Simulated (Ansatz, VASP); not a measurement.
# Y: VASP beside Ansatz, part 2 of 2

One calculation is typed for both programs; each brings its own data sets and cutoff. How far apart do they land? The cell is a member of a volume series, scaled by 1.02 from a relaxed one, so a pressure remains.

VASP 6.6.1 and Ansatz 0.2.0.

So far. Step 2 (Ansatz: single point, PBEsol, volume scaled by 1.02): The run ends at a pressure of -0.71 GPa.

### 5. VASP: electric field gradients, PBEsol

Level of this step: PBEsol; plane waves and PAW (Y_sv) (VASP).

Field gradients test the density near the nuclei, where the PAW reconstruction matters most. The cell compared in this pair holds 62.69 Å³, against 63.94 Å³ for the pair before.

INCAR reads:

```
SYSTEM = Y
PREC = Accurate
ENCUT = 400
EDIFF = 1E-07
NELM = 100
ISMEAR = 1
SIGMA = 0.2
LREAL = .FALSE.
ALGO = Normal
GGA = PS
NBANDS = 17
LASPH = .TRUE.
LORBIT = 11
LWAVE = .FALSE.
LCHARG = .FALSE.
KPAR = 2
LEFG = .TRUE.
```

POSCAR reads:

```
Y
1.0
    3.6039126222      0.0000000000      0.0000000000
   -1.8019563111      3.1210798839      0.0000000000
    0.0000000000      0.0000000000      5.5734566707
Y
2
Direct
    0.3333333333      0.6666666667      0.2500000000
    0.6666666667      0.3333333333      0.7500000000
```

KPOINTS reads:

```
Automatic mesh
0
Gamma
7 7 4
0 0 0
```

Potentials, in the order of the species: Y_sv (PBE family, release 64).

Command:

```
$ mpirun -np 2 vasp_std
```

Numbers of over 12 decimals in the logs are rounded to 6 here.

What it wrote:

```text
[banner, memory and clock lines left out]
running    2 mpi-ranks, on    1 nodes
[...]
[... a notice as in an earlier step ...]

 LDA part: xc-table for (Slater+PW92), standard interpolation
 POSCAR, INCAR and KPOINTS ok, starting setup
[...]
entering main loop
       N       E                     dE             d eps       ncg     rms          rms(c)
DAV:   1     0.751234451767E+02    0.75123E+02   -0.10011E+04   816   0.102E+03
DAV:   2    -0.677795147347E+01   -0.81901E+02   -0.80558E+02   992   0.235E+02
DAV:   3    -0.139614689960E+02   -0.71835E+01   -0.70951E+01  1464   0.409E+01
DAV:   4    -0.140845946770E+02   -0.12313E+00   -0.12310E+00   963   0.617E+00
[...]
DAV:  12    -0.136441217783E+02    0.19477E-05   -0.16020E-05   990   0.346E-02    0.184E-02
DAV:  13    -0.136441236824E+02   -0.19041E-05   -0.41994E-06   903   0.189E-02    0.295E-03
DAV:  14    -0.136441237190E+02   -0.36612E-07   -0.19477E-07  1015   0.300E-03
ion   1
[...]
0.0000000    -0.0000000    -0.0000000   -27.6597485     0.0000000    -0.0000001
     0.0000519    -0.0000000    -0.0000000   -27.6573103     0.0000000    -0.0000001
     0.0000714    -0.0000000    -0.0000000   -27.6559500     0.0000000    -0.0000001
     0.0000984    -0.0000000    -0.0000000   -27.6537479     0.0000000    -0.0000001
     0.0001355    -0.0000000    -0.0000000   -27.6501990     0.0000000    -0.0000001

ion   2
     0.0000000    -0.0000000    -0.0000000    -0.5209099    -0.0000000    -0.0000000
     0.0000519    -0.0000000    -0.0000000    -0.5209099    -0.0000000    -0.0000000
     0.0000714    -0.0000000    -0.0000000    -0.5209099    -0.0000000    -0.0000000
     0.0000984    -0.0000000    -0.0000000    -0.5209098    -0.0000000    -0.0000000
     0.0001355    -0.0000000    -0.0000000    -0.5209098    -0.0000000    -0.0000000

     0.0000000    -0.0000000    -0.0000000   -27.6597485    -0.0000000    -0.0000001
     0.0000519    -0.0000000    -0.0000000   -27.6573103    -0.0000000    -0.0000001
     0.0000714    -0.0000000    -0.0000000   -27.6559500    -0.0000000    -0.0000001
     0.0000984    -0.0000000    -0.0000000   -27.6537479    -0.0000000    -0.0000001
     0.0001355    -0.0000000    -0.0000000   -27.6501990    -0.0000000    -0.0000001

   1 F= -.13644124E+02 E0= -.13644130E+02  d E =0.187346E-04
```

From OUTCAR (step 5):

```text
  Total        0.0008047      0.0008047     -0.0001820      0.0000000      0.0000000      0.0000000
  in kB        0.0205663      0.0205663     -0.0046509      0.0000000      0.0000000      0.0000000
  external PRESSURE =       0.0121606 kB  Pullay stress =       0.0000000 kB

 POSITION                                       TOTAL-FORCE (eV/Angst)
 -----------------------------------------------------------------------------------
     -0.00000      2.08072      1.39336         0.000000      0.000000      0.000000
      1.80196      1.04036      4.18009        -0.000000      0.000000      0.000000
 -----------------------------------------------------------------------------------
    total drift:                               -0.000000      0.000000     -0.000000

  FREE ENERGIE OF THE ION-ELECTRON SYSTEM (eV)
  ---------------------------------------------------
  free  energy   TOTEN  =       -13.6441237190 eV

  energy  without entropy=      -13.6441424536  energy(sigma->0) =      -13.64412996

[... 1 part as in an earlier step ...]

[... 2 further parts left out ...]
[key lines of the parts left out:]
E-fermi :   3.1257
```

The run ends at a pressure of 0.00 GPa.

### 6. Ansatz: electric field gradients, PBEsol

The same cell, functional, mesh and smearing now go to Ansatz, which takes its cutoff from its data sets.

The cell is taken from a series of VASP runs on this material, whose earlier steps may have relaxed, scaled or displaced it; both programs get it as it stands.

input.yaml reads:

```yaml
crystal:
  lattice:
    - [3.6039126222, 0.0, 0.0]
    - [-1.8019563111, 3.1210798839, 0.0]
    - [0.0, 0.0, 5.5734566707]
  atoms:
    - { symbol: "Y", position: [0.3333333333, 0.6666666667, 0.25] }
    - { symbol: "Y", position: [0.6666666667, 0.3333333333, 0.75] }
hamiltonian:
  xc: pbesol
  pseudopotentials: { kind: paw }
kpoints:
  mp_grid: { grid: [7, 7, 4] }
scf:
  occupations: { method: methfessel_paxton, width: 0.2 }
  n_extra_bands: 4
output:
  forces: true
  stress: true
  eigenvalues: true
  efg: {}
```

Command:

```
$ ansatz run input.yaml --threads 2 --pin off --max-ram 4608MiB --backend cpu --events-out ev --progress --plain --runs-dir out
```

What it wrote:

```text
[...]
Y: output.efg is read without spin–orbit coupling, which moves field gradients at and beside such atoms by some per cent and up to a factor of two; PAW files take it under magnetization.noncollinear and magnetization.spin_orbit
[...]
Crystal: 2 atoms, lattice volume = 62.691 Å³
[...]
--- Band table (eV; the first three rows and the last of 24) ---
  k-point 0: bands = [... 7 lower, -12.3628, 5.0229, 7.8358, 10.8948, 11.5000, 11.5000, 11.9539, 12.1708]
  k-point 1: bands = [... 7 lower, -12.4369, 5.4514, 7.5617, 10.5654, 11.3264, 11.3264, 11.5482, 11.8327]
  k-point 2: bands = [... 7 lower, -12.4768, 6.5355, 6.5355, 10.7753, 10.7753, 11.3951, 11.3951, 11.3951]
  k-point 23: bands = [... 7 lower, -12.4882, 8.8597, 8.8597, 9.7849, 9.7849, 10.2403, 10.2403, 12.4918]
[key lines of the parts left out:]
SCF converged after 6 iterations
Free energy (F): -7590.149871 eV
Fermi energy:    9.765177 eV
P = ⅓ Tr σ = 0.1513 GPa (1.513 kbar)
```

Run time: 1.9 s. Hardware: 2 threads of Arm Neoverse N1, shared host; peak memory 0.33 GiB.

The run ends at a pressure of 0.15 GPa.

### 7. Side by side

What differs besides the data sets and the points named for the pairs above, as far as they apply: Ansatz adds the response of the frozen cores to the gradients, VASP leaves it out. Total energies have different zeros and are not compared.

Both answers:

| quantity | Ansatz | VASP | difference |
| --- | --- | --- | --- |
| pressure (GPa) | 0.15 | 0.00 | +0.15 |
| Vzz at Y1 (V/Å²) | 36.9 | 35.2 | +1.6 |
| Vzz at Y2 (V/Å²) | 36.9 | 35.2 | +1.6 |

### 8. Results

```json
{"difference in pressure (single point, PBEsol, volume scaled by 1.02)": "0.14 GPa", "difference in Vzz at Y1 (electric field gradients, PBEsol)": "1.6 V/Å²"}
```

The difference in pressure is 0.14 GPa (single point, PBEsol, volume scaled by 1.02), within the 1 GPa picked in this series as the mark of a large difference. How closely two codes agree says nothing of how well the functional describes the real material.

[Lines on the potential files, build, host, timing and source positions are cut from VASP's logs without a mark.]

[Logs are printed without paths, hosts, clocks, repeated set-up lines and the standing remarks that a program may print on its own settings, such as how far it seeks lower states.]

[Hosts, paths, dates, database ids (printed as entryN), source tags and the programs' standing remarks are cut or masked in the printed files.]
